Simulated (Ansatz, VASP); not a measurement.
## Two plane-wave programs on Mg3SeS2

Contents of INCAR:

```
SYSTEM = Mg3SeS2
PREC     = Accurate       ! precision mode
ENCUT    = 520            ! plane-wave cutoff, eV
EDIFF    = 1E-6           ! SCF threshold, eV
ISMEAR   = 0              ! smearing method
SIGMA    = 0.1            ! smearing width, eV
LREAL    = .False.        ! projectors in reciprocal space
LASPH    = .True.         ! aspherical terms in the spheres
NELM     = 80             ! most SCF steps
ALGO     = Normal         ! electronic algorithm
ISIF     = 2              ! what is computed and relaxed
LWAVE    = .False.        ! write WAVECAR
LCHARG   = .True.         ! write CHGCAR
GGA      = PE             ! functional
LELF     = .True.         ! ELF
LVHAR    = .True.       
NBANDS   = 21             ! bands
```

File KPOINTS:

```
regular mesh
0
Gamma
  4 4 4
  0 0 0
```

POSCAR

```
Mg3SeS2
1.0
    0.0000000000      3.5448913500      6.0845353700
    3.3372343300      0.0000000000      6.0845353700
    3.3372343300      3.5448913500      0.0000000000
Mg Se S
3 1 2
Direct
    0.1987812600      0.1987812600      0.8012187400
    0.8012187400      0.8012187400      0.1987812600
    0.5000000000      0.5000000000      0.5000000000
    0.0000000000      0.0000000000      0.0000000000
    0.2721114500      0.7278885500      0.2721114500
    0.7278885500      0.2721114500      0.7278885500
```

Input for Ansatz:

```yaml
crystal:
  lattice:
    - [0.0, 3.54489135, 6.08453537]
    - [3.33723433, 0.0, 6.08453537]
    - [3.33723433, 3.54489135, 0.0]
  atoms:
    - { symbol: Mg, position: [0.19878126, 0.19878126, 0.80121874] }
    - { symbol: Mg, position: [0.80121874, 0.80121874, 0.19878126] }
    - { symbol: Mg, position: [0.5, 0.5, 0.5] }
    - { symbol: Se, position: [0.0, 0.0, 0.0] }
    - { symbol: S, position: [0.27211145, 0.72788855, 0.27211145] }
    - { symbol: S, position: [0.72788855, 0.27211145, 0.72788855] }
basis:
  ecutwfc: 420
kpoints:
  mp_grid: { grid: [4, 4, 4] }
hamiltonian:
  xc: pbe
scf:
  occupations: { method: gaussian, width: 0.1 }
  lower_state_search: "off"
output:
  forces: true
  stress: true
  eigenvalues: true
```

Alike in both runs: task single point; functional PBE; k mesh 4 × 4 × 4; occupations gaussian, width 0.1 eV; no spin polarisation.

|  | VASP | Ansatz |
| --- | --- | --- |
| version | VASP 6.6.1 | Ansatz 0.2.0 |
| potentials or method | VASP PAW PBE potentials, release 64 (Mg, Se, S) | scalar-relativistic, plane waves, PAW |
| plane-wave cutoff (eV) | 520 | 420 |
| valence electrons in the cell | 24 | 58 |

|  | VASP | Ansatz | Ansatz less VASP |
| --- | --- | --- | --- |
| gap on the k mesh at the Fermi level (eV) | none | none | - |
| rms of the force components (eV/Å) | 4.978 | 4.501 | -0.4772 |

Atom by atom the forces differ by 0.479 eV/Å (rms over components). A gap of «none» marks a metal or a gap that the smearing closes. The two sets of potentials don't hold the same shells in valence.

Caveats: forces of over 1 eV/Å show positions far from the minimum, so gaps and moduli don't describe the material at rest.
